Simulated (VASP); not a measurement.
These are PBEsol GGA, VASP's PBE PAW potentials (set 64) (plane waves; VASP) values and carry that method's errors.

A VASP calculation is set up with these files.

INCAR:
```
ALGO = Normal
EDIFF = 1E-8
EDIFFG = -0.001
ENCUT = 400
GGA = PS
IBRION = 1
ISIF = 2
ISMEAR = 0
LASPH = .TRUE.
LCHARG = .FALSE.
LMAXMIX = 4
LREAL = .FALSE.
LWAVE = .FALSE.
NELM = 100
NSW = 30
PREC = Accurate
SIGMA = 0.05
SYSTEM = Se
```

POSCAR:
```
Se
1
    2.0216429672    -3.5015883226     0.0000000000
    2.0216429672     3.5015883226    -0.0000000000
    0.0000000000     0.0000000000     5.1265898404
Se
3
Direct
  0.0000000000   0.2483172001   0.6666670000
  0.7516827999   0.7516827999   0.0000000000
  0.2483172001   0.0000000000   0.3333330000
```

### KPOINTS
```
Regular mesh
0
Gamma
  6 6 4
0 0 0
```

POTCAR, in this order: Se (PBE.64 set). Program: vasp_std.

The resulting files:

**OSZICAR**
```
       N       E                     dE             d eps       ncg     rms          rms(c)
DAV:   1     0.729828114390E+02    0.72983E+02   -0.63429E+03   624   0.943E+02
DAV:   2    -0.683133371553E+01   -0.79814E+02   -0.76446E+02   812   0.165E+02
DAV:   3    -0.115935143922E+02   -0.47622E+01   -0.47326E+01   734   0.468E+01
DAV:   4    -0.116316689784E+02   -0.38155E-01   -0.38135E-01   739   0.497E+00
DAV:   5    -0.116319621701E+02   -0.29319E-03   -0.29316E-03   754   0.419E-01    0.705E+00
DAV:   6    -0.115766773741E+02    0.55285E-01   -0.33833E-02   654   0.134E+00    0.434E+00
DAV:   7    -0.115572422217E+02    0.19435E-01   -0.63715E-02   669   0.181E+00    0.181E-01
DAV:   8    -0.115563953989E+02    0.84682E-03   -0.99076E-03   644   0.705E-01    0.101E-01
DAV:   9    -0.115564409427E+02   -0.45544E-04   -0.25574E-04   804   0.128E-01    0.300E-02
DAV:  10    -0.115564396993E+02    0.12434E-05   -0.29903E-05   704   0.421E-02    0.640E-03
DAV:  11    -0.115564399689E+02   -0.26964E-06   -0.67570E-06   739   0.172E-02    0.444E-03
DAV:  12    -0.115564396814E+02    0.28753E-06   -0.12137E-06   669   0.783E-03    0.126E-03
DAV:  13    -0.115564395898E+02    0.91570E-07   -0.16352E-07   739   0.255E-03    0.281E-04
DAV:  14    -0.115564395386E+02    0.51252E-07   -0.13185E-08   481   0.826E-04    0.146E-04
DAV:  15    -0.115564395377E+02    0.84424E-09   -0.18393E-09   362   0.321E-04
   1 F= -.11556440E+02 E0= -.11556440E+02  d E =-.115564E+02
       N       E                     dE             d eps       ncg     rms          rms(c)
DAV:   1    -0.115564693420E+02   -0.29803E-04   -0.20223E-03   624   0.282E-01    0.210E-02
DAV:   2    -0.115564774695E+02   -0.81275E-05   -0.96748E-05   734   0.656E-02    0.367E-03
DAV:   3    -0.115564770704E+02    0.39906E-06   -0.67635E-07   669   0.678E-03    0.213E-03
DAV:   4    -0.115564767613E+02    0.30917E-06   -0.19143E-07   734   0.294E-03    0.812E-04
DAV:   5    -0.115564766766E+02    0.84670E-07   -0.13480E-08   405   0.872E-04    0.269E-04
DAV:   6    -0.115564766643E+02    0.12326E-07   -0.16253E-09   337   0.314E-04    0.968E-05
DAV:   7    -0.115564766619E+02    0.23753E-08   -0.32259E-10   312   0.140E-04
   2 F= -.11556477E+02 E0= -.11556477E+02  d E =-.371242E-04
       N       E                     dE             d eps       ncg     rms          rms(c)
DAV:   1    -0.115564809483E+02   -0.42840E-05   -0.21345E-03   624   0.290E-01    0.215E-02
DAV:   2    -0.115564895396E+02   -0.85913E-05   -0.10193E-04   734   0.674E-02    0.376E-03
DAV:   3    -0.115564891284E+02    0.41115E-06   -0.71112E-07   664   0.696E-03    0.218E-03
DAV:   4    -0.115564888140E+02    0.31436E-06   -0.20422E-07   734   0.303E-03    0.831E-04
DAV:   5    -0.115564887298E+02    0.84255E-07   -0.14543E-08   403   0.904E-04    0.277E-04
DAV:   6    -0.115564887182E+02    0.11592E-07   -0.16646E-09   327   0.318E-04    0.100E-04
DAV:   7    -0.115564887164E+02    0.17816E-08   -0.32927E-10   312   0.142E-04
   3 F= -.11556489E+02 E0= -.11556489E+02  d E =-.120545E-04
```

**OUTCAR**
```
------------------------ aborting loop because EDIFF is reached ----------------------------------------
  FORCE on cell =-STRESS in cart. coord.  units (eV):
  Direction    XX          YY          ZZ          XY          YZ          ZX
  --------------------------------------------------------------------------------------
  Total       -0.0348476     -0.0348476     -0.0564593      0.0000000      0.0000000      0.0000000
  in kB       -0.7692275     -0.7692275     -1.2462875      0.0000000      0.0000000      0.0000000
  external PRESSURE =      -0.9282475 kB  Pullay stress =       0.0000000 kB
  volume of cell :       72.58
      direct lattice vectors                 reciprocal lattice vectors
     2.021642967 -3.501588323  0.000000000     0.247323592 -0.142792343  0.000000000
     2.021642967  3.501588323  0.000000000     0.247323592  0.142792343  0.000000000
     0.000000000  0.000000000  5.126589840     0.000000000  0.000000000  0.195061441
 POSITION                                       TOTAL-FORCE (eV/Angst)
 -----------------------------------------------------------------------------------
      0.50293      0.87110      3.41773         0.000037      0.000064     -0.000000
      3.03743      0.00000      0.00000        -0.000074     -0.000000     -0.000000
      0.50293     -0.87110      1.70886         0.000037     -0.000064      0.000000
 -----------------------------------------------------------------------------------
    total drift:                               -0.000230     -0.000431      0.000012
  FREE ENERGIE OF THE ION-ELECTRON SYSTEM (eV)
  ---------------------------------------------------
  free  energy   TOTEN  =       -11.5564887164 eV

  energy  without entropy=      -11.5564887164  energy(sigma->0) =      -11.55648872

 reached required accuracy - stopping structural energy minimisation
```
(Selected blocks of OUTCAR.)

### CONTCAR
```
Se
   1.00000000000000
     2.0216429672000000   -3.5015883226000000    0.0000000000000000
     2.0216429672000000    3.5015883226000000    0.0000000000000000
     0.0000000000000000    0.0000000000000000    5.1265898404000003
  Se
     3
Direct
     0.0000000000000000    0.2487715875343737    0.6666669999999968
     0.7512284124656262    0.7512284124656262    0.0000000000000000
     0.2487715875343737   -0.0000000000000000    0.3333330000000032
```

Without a dispersion term in the relaxation, distances and binding between the weakly bound layers, chains or molecules are unreliable, and so is what depends on them.

The compound is Se in the trig structure. This run relaxes the ions in a fixed cell. Symmetry was kept, so distortions that lower it aren't found. The start is the result of an earlier pass.
